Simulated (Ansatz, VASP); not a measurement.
## GaN: VASP beside Ansatz

One calculation is typed for both programs; each brings its own data sets. How far apart do they land? The cell is taken from a series of runs on this material, whose earlier steps may have relaxed, scaled, displaced or heated it; both programs get it as it stands.

Method: plane waves, with VASP 6.6.1 beside it; zone-centre phonons at LDA, in Ansatz 0.2.0.

## (1) The structure

It takes space group P6_3mc (No. 186, hexagonal). Conventional cell: a = 3.153 Å, b = 3.153 Å, c = 5.141 Å, α = 90.00°, β = 90.00°, γ = 120.00°. Ga has 4 N at 1.93 Å nearest. N has 4 Ga at 1.93 Å nearest. Farther neighbours and most contacts between anions are not listed.

Structure file:

```xyz
4
Lattice="3.1529 0.0000 0.0000 -1.5765 2.7305 0.0000 0.0000 0.0000 5.1406" Properties=species:S:1:pos:R:3 pbc="T T T"
Ga    0.0000    1.8203    5.1371
Ga    1.5765    0.9102    2.5668
N     0.0000    1.8203    1.9313
N     1.5765    0.9102    4.5016
```

## (2) VASP: zone-centre phonons, LDA

Second derivatives magnify differences that forces hide, and they need a tight electronic threshold.

Lines of VASP's logs that name or quote its potential files are left out, and so is its time.

INCAR reads:

```
SYSTEM = GaN
PREC = Accurate
ENCUT = 600
EDIFF = 1E-08
NELM = 120
ISMEAR = 0
SIGMA = 0.01
LREAL = .FALSE.
ALGO = Normal
GGA = CA
NBANDS = 24
LORBIT = 11
LWAVE = .FALSE.
LCHARG = .FALSE.
ISIF = 2
IBRION = 8
LEPSILON = .TRUE.
LASPH = .TRUE.
GGA_COMPAT = .FALSE.
EFERMI = MIDGAP
KPAR = 2
```

POSCAR reads:

```
GaN
1.0
    3.1529034889      0.0000000000      0.0000000000
   -1.5764517445      2.7304945171      0.0000000000
    0.0000000000      0.0000000000      5.1406412430
Ga N
2 2
Direct
    0.3333333333      0.6666666667      0.9993077125
    0.6666666667      0.3333333333      0.4993077125
    0.3333333333      0.6666666667      0.3756922875
    0.6666666667      0.3333333333      0.8756922875
```

KPOINTS reads:

```
Automatic mesh
0
Gamma
9 9 6
0 0 0
```

Potentials, in the order of the species: Ga_d and N (LDA family, release 64).

Started as:

```sh
$ mpirun -np 2 vasp_std
```

Output:

```text
[banner, memory and clock lines left out]
running    2 mpi-ranks, on    1 nodes
 distrk:  each k-point on    1 cores,    2 groups
 distr:  one band on    1 cores,    1 groups

 POSCAR found type information on POSCAR GaN
 POSCAR found :  2 types and       4 ions
 LDA part: xc-table for (Slater(with rela. corr.)+CA(PZ))
 , standard interpolation
 POSCAR, INCAR and KPOINTS ok, starting setup
 FFT: planning ... GRIDC
 FFT: planning ... GRID_SOFT
 FFT: planning ... GRID
 WAVECAR not read
 entering main loop
       N       E                     dE             d eps       ncg     rms          rms(c)
DAV:   1     0.294014319824E+03    0.29401E+03   -0.19721E+04  2464   0.306E+03
DAV:   2     0.447903386611E+01   -0.28954E+03   -0.27792E+03  2512   0.560E+02
DAV:   3    -0.309268947836E+02   -0.35406E+02   -0.35091E+02  2688   0.152E+02
DAV:   4    -0.320555777763E+02   -0.11287E+01   -0.11262E+01  2816   0.297E+01
DAV:   5    -0.320763435712E+02   -0.20766E-01   -0.20760E-01  2760   0.376E+00    0.108E+01
DAV:   6    -0.279335547254E+02    0.41428E+01   -0.12803E+01  3968   0.553E+01    0.311E+00
DAV:   7    -0.279714457159E+02   -0.37891E-01   -0.13934E+00  2504   0.906E+00    0.257E+00
DAV:   8    -0.279326004766E+02    0.38845E-01   -0.27636E-01  3888   0.624E+00    0.108E+00
DAV:   9    -0.279101782817E+02    0.22422E-01   -0.84110E-02  3920   0.468E+00    0.313E-01
DAV:  10    -0.279109231543E+02   -0.74487E-03   -0.53309E-03  2496   0.588E-01    0.116E-01
DAV:  11    -0.279106945070E+02    0.22865E-03   -0.12264E-03  3704   0.639E-01    0.386E-02
DAV:  12    -0.279107069100E+02   -0.12403E-04   -0.12602E-04  2400   0.754E-02    0.465E-02
DAV:  13    -0.279107296956E+02   -0.22786E-04   -0.21473E-05  3936   0.415E-02    0.775E-02
DAV:  14    -0.279107904360E+02   -0.60740E-04   -0.58840E-05  3640   0.639E-02    0.131E-01
DAV:  15    -0.279108552623E+02   -0.64826E-04   -0.36429E-05  4056   0.616E-02    0.168E-01
DAV:  16    -0.279108358726E+02    0.19390E-04   -0.41757E-06  3184   0.221E-02    0.160E-01
DAV:  17    -0.279108136166E+02    0.22256E-04   -0.41761E-06  3928   0.175E-02    0.145E-01
DAV:  18    -0.279107050135E+02    0.10860E-03   -0.18621E-04  3896   0.149E-01    0.511E-02
DAV:  19    -0.279106944265E+02    0.10587E-04   -0.62169E-05  3688   0.674E-02    0.669E-03
DAV:  20    -0.279106942011E+02    0.22539E-06   -0.48596E-06  2856   0.153E-02    0.234E-03
DAV:  21    -0.279106942327E+02   -0.31549E-07   -0.40313E-07  3120   0.439E-03    0.304E-03
DAV:  22    -0.279106942258E+02    0.68476E-08   -0.13717E-08  1448   0.240E-03
   1 F= -.27910694E+02 E0= -.27910694E+02  d E =0.000000E+00
 Linear response reoptimize wavefunctions to high precision
DAV:   1    -0.279106942240E+02    0.17644E-08   -0.24421E-08  3208   0.260E-03
DAV:   2    -0.279106942242E+02   -0.13188E-09   -0.12885E-09  1240   0.254E-04
DAV:   3    -0.279106942242E+02   -0.43656E-10   -0.97952E-11  1184   0.838E-05
 Linear response G [H, r] |phi>, progress :
  Direction:   1
       N       E                     dE             d eps       ncg     rms
RMM:   1    -0.904125048574E+02   -0.90413E+02    0.10052E+02  2795   0.350E+02
 LRF_COMMUTATOR internal error: the vector H(1)-e(1) S(1) |phi(0)> is not orthog
 onal to |phi(0)> (-1.011592481560686E-004,5.787037515858628E-015)
 LRF_COMMUTATOR internal error: the vector H(1)-e(1) S(1) |phi(0)> is not orthog
 onal to |phi(0)> (1.011592485269976E-004,-1.216041156659742E-015)
 LRF_COMMUTATOR internal error: the vector H(1)-e(1) S(1) |phi(0)> is not orthog
 onal to |phi(0)> (-1.036697107671958E-004,1.536964999715451E-015)
 LRF_COMMUTATOR internal error: the vector H(1)-e(1) S(1) |phi(0)> is not orthog
 onal to |phi(0)> (1.036697106839568E-004,1.467576060676379E-015)
RMM:   2    -0.854271545448E+02    0.49854E+01   -0.25125E+02  4138   0.855E+01
 LRF_COMMUTATOR internal error: the vector H(1)-e(1) S(1) |phi(0)> is not orthog
 onal to |phi(0)> (-1.011592481554996E-004,6.619704784327496E-015)
 LRF_COMMUTATOR internal error: the vector H(1)-e(1) S(1) |phi(0)> is not orthog
 onal to |phi(0)> (1.011592485261493E-004,-1.073793831629644E-015)
 LRF_COMMUTATOR internal error: the vector H(1)-e(1) S(1) |phi(0)> is not orthog
 onal to |phi(0)> (-1.036697107612006E-004,1.860490927985126E-015)
 LRF_COMMUTATOR internal error: the vector H(1)-e(1) S(1) |phi(0)> is not orthog
 onal to |phi(0)> (1.036697106873985E-004,6.189493362285248E-015)
RMM:   3    -0.890303312729E+02   -0.36032E+01   -0.21436E+01  4684   0.283E+01
RMM:   4    -0.891760638308E+02   -0.14573E+00   -0.16242E+00  4792   0.663E+00
RMM:   5    -0.891898973275E+02   -0.13833E-01   -0.11500E-01  4829   0.182E+00
RMM:   6    -0.891933403252E+02   -0.34430E-02   -0.14902E-02  4851   0.633E-01
RMM:   7    -0.891940870599E+02   -0.74673E-03   -0.23230E-03  4893   0.223E-01
RMM:   8    -0.891942288373E+02   -0.14178E-03   -0.76598E-04  4908   0.882E-02
RMM:   9    -0.891942156505E+02    0.13187E-04   -0.12345E-04  5026   0.348E-02
[...]
RMM:  10    -0.594992026394E+00    0.65913E-06    0.57825E-07 13076   0.831E-04    0.588E-05
RMM:  11    -0.594991426201E+00    0.60019E-06    0.22168E-07 13154   0.298E-04    0.236E-05
RMM:  12    -0.594990967290E+00    0.45891E-06    0.79543E-08  9733   0.112E-04    0.649E-06
 change of polarisation eV/A/(eV/A) component  2 :    -0.191     1.129    -0.000
[...]
RMM:  10    -0.161630805158E+00    0.63033E-06    0.26077E-07 25118   0.713E-04    0.713E-06
RMM:  11    -0.161630834681E+00   -0.29523E-07   -0.39609E-07 25556   0.394E-04    0.341E-06
RMM:  12    -0.161630749479E+00    0.85202E-07    0.11865E-07 25180   0.227E-04    0.146E-06
RMM:  13    -0.161630685947E+00    0.63531E-07    0.49647E-07 25199   0.138E-04    0.868E-07
RMM:  14    -0.161630722537E+00   -0.36589E-07    0.27362E-07 24478   0.860E-05    0.113E-06
RMM:  15    -0.161630690007E+00    0.32529E-07    0.55661E-07 21659   0.547E-05    0.765E-07
RMM:  16    -0.161630724332E+00   -0.34325E-07    0.21631E-07 15801   0.357E-05    0.102E-06
RMM:  17    -0.161630709657E+00    0.14675E-07    0.32554E-07 16277   0.241E-05    0.761E-07
RMM:  18    -0.161630727526E+00   -0.17869E-07    0.15254E-07 13160   0.165E-05    0.788E-07
RMM:  19    -0.161630727857E+00   -0.33117E-09    0.14585E-07 12916   0.115E-05    0.769E-07
RMM:  20    -0.161630733819E+00   -0.59623E-08    0.86791E-08 11125   0.815E-06    0.822E-07
 first order change of Fermi-energy   0.34670E+00
 force on displaced ion       1 direction 1 : -14.122   0.000   0.000
 Born effective charge ion    1 direction 1 :   2.578  -0.000   0.000
 Linear response progress:
  Degree of freedom:   2/  4
       N       E                     dE             d eps       ncg     rms          rms(c)
RMM:   1    -0.180006785167E+00   -0.18001E+00    0.29678E-01  3995   0.846E+00
RMM:   2    -0.177079211881E+00    0.29276E-02   -0.68348E-02  5472   0.162E+00    0.918E-02
RMM:   3    -0.174780525701E+00    0.22987E-02   -0.31957E-03  5866   0.421E-01    0.434E-02
RMM:   4    -0.174356517817E+00    0.42401E-03    0.50736E-04  5970   0.132E-01    0.219E-02
RMM:   5    -0.174213483918E+00    0.14303E-03    0.27138E-04  6014   0.596E-02    0.466E-03
RMM:   6    -0.174234242640E+00   -0.20759E-04    0.15139E-04  5866   0.202E-02    0.265E-03
RMM:   7    -0.174253387719E+00   -0.19145E-04    0.34307E-05  6194   0.741E-03    0.679E-04
RMM:   8    -0.174258997625E+00   -0.56099E-05   -0.46053E-07  5816   0.312E-03    0.122E-04
RMM:   9    -0.174258317442E+00    0.68018E-06    0.81793E-06  6445   0.133E-03    0.575E-05
RMM:  10    -0.174258892268E+00   -0.57483E-06    0.11514E-06  5971   0.529E-04    0.177E-05
RMM:  11    -0.174258401417E+00    0.49085E-06    0.55677E-06  6306   0.269E-04    0.684E-06
RMM:  12    -0.174258825740E+00   -0.42432E-06    0.11819E-06  5854   0.146E-04    0.306E-06
RMM:  13    -0.174258497790E+00    0.32795E-06    0.43252E-06  6338   0.840E-05    0.137E-06
RMM:  14    -0.174258604488E+00   -0.10670E-06    0.33610E-06  6209   0.499E-05    0.830E-07
[...]
RMM:  21    -0.174258871638E+00   -0.70069E-08    0.69992E-07  2616   0.484E-06    0.767E-07
RMM:  22    -0.174258904416E+00   -0.32778E-07    0.37769E-07  2277   0.386E-06    0.959E-07
RMM:  23    -0.174258902823E+00    0.15935E-08    0.39357E-07  3260   0.344E-06    0.795E-07
RMM:  24    -0.174258913389E+00   -0.10566E-07    0.28916E-07  3784   0.306E-06    0.666E-07
RMM:  25    -0.174258923919E+00   -0.10530E-07    0.18540E-07  2661   0.249E-06    0.636E-07
RMM:  26    -0.174258924175E+00   -0.25644E-09    0.18312E-07  3803   0.242E-06    0.466E-07
RMM:  27    -0.174258927020E+00   -0.28454E-08    0.15619E-07  3201   0.206E-06    0.344E-07
RMM:  28    -0.174258932132E+00   -0.51120E-08    0.10295E-07  4409   0.229E-06    0.662E-08
 first order change of Fermi-energy   0.20040E+00
 force on displaced ion       1 direction 3 :  -0.000   0.000 -21.104
 Born effective charge ion    1 direction 3 :   0.000   0.000   2.714
 Linear response progress:
  Degree of freedom:   3/  4
       N       E                     dE             d eps       ncg     rms          rms(c)
RMM:   1    -0.238182179085E+00   -0.23818E+00    0.83213E-02 28175   0.346E+00
RMM:   2    -0.227791767922E+00    0.10390E-01   -0.15047E-02 19835   0.106E+00    0.141E-01
RMM:   3    -0.229012778305E+00   -0.12210E-02   -0.18447E-03 22903   0.308E-01    0.707E-02
RMM:   4    -0.230302268047E+00   -0.12895E-02   -0.51520E-04 22424   0.139E-01    0.162E-02
RMM:   5    -0.230295915887E+00    0.63522E-05   -0.20649E-05 22932   0.316E-02    0.477E-03
RMM:   6    -0.230275679277E+00    0.20237E-04   -0.16010E-06 23317   0.956E-03    0.111E-03
RMM:   7    -0.230273043739E+00    0.26355E-05   -0.95036E-08 23348   0.228E-03    0.488E-04
RMM:   8    -0.230273317959E+00   -0.27422E-06    0.54784E-08 23095   0.731E-04    0.652E-05
RMM:   9    -0.230273010958E+00    0.30700E-06    0.14256E-07 24022   0.222E-04    0.252E-05
RMM:  10    -0.230273035002E+00   -0.24044E-07   -0.52388E-08 24314   0.736E-05    0.310E-06
RMM:  11    -0.230273064859E+00   -0.29858E-07    0.62754E-09 24173   0.260E-05    0.137E-06
RMM:  12    -0.230273070268E+00   -0.54082E-08    0.31644E-09 22725   0.108E-05    0.400E-07
 first order change of Fermi-energy   0.20174E+00
 force on displaced ion       3 direction 1 : -14.342   0.000  -0.000
 Born effective charge ion    3 direction 1 :  -2.583  -0.000  -0.000
 Linear response progress:
  Degree of freedom:   4/  4
       N       E                     dE             d eps       ncg     rms          rms(c)
RMM:   1    -0.250854367423E+00   -0.25085E+00    0.14022E-01  7639   0.345E+00
RMM:   2    -0.243300514128E+00    0.75539E-02   -0.17435E-02  5000   0.116E+00    0.143E-01
RMM:   3    -0.243849326302E+00   -0.54881E-03   -0.30701E-03  5298   0.416E-01    0.669E-02
RMM:   4    -0.244728298012E+00   -0.87897E-03   -0.51762E-04  5725   0.173E-01    0.187E-02
RMM:   5    -0.244868794952E+00   -0.14050E-03   -0.33551E-05  5683   0.458E-02    0.794E-03
RMM:   6    -0.244918852482E+00   -0.50058E-04    0.10317E-05  5806   0.160E-02    0.185E-03
RMM:   7    -0.244921492680E+00   -0.26402E-05   -0.98378E-07  5397   0.641E-03    0.731E-04
RMM:   8    -0.244916896357E+00    0.45963E-05    0.93015E-07  5762   0.219E-03    0.240E-04
RMM:   9    -0.244917042027E+00   -0.14567E-06   -0.63807E-07  5704   0.747E-04    0.690E-05
RMM:  10    -0.244916884242E+00    0.15778E-06    0.46693E-07  5961   0.233E-04    0.114E-05
RMM:  11    -0.244917013752E+00   -0.12951E-06   -0.14942E-07  6088   0.735E-05    0.378E-06
RMM:  12    -0.244917005250E+00    0.85023E-08    0.30275E-08  5813   0.297E-05    0.166E-06
 first order change of Fermi-energy  -0.20055E+00
 force on displaced ion       3 direction 3 :  -0.000   0.000 -18.935
 Born effective charge ion    3 direction 3 :   0.000  -0.000  -2.716
 Born effective charges drift removed
 Linear response finished
```

[end of part 1 of 3]

[Lines on the potential files, build, host, timing and source positions are cut from VASP's logs without a mark.]

[Logs are printed without paths, hosts, clocks, repeated set-up lines and the standing remarks that a program may print on its own settings, such as how far it seeks lower states.]

[Hosts, paths, dates, database ids (printed as entryN), source tags and the programs' standing remarks are cut or masked in the printed files.]
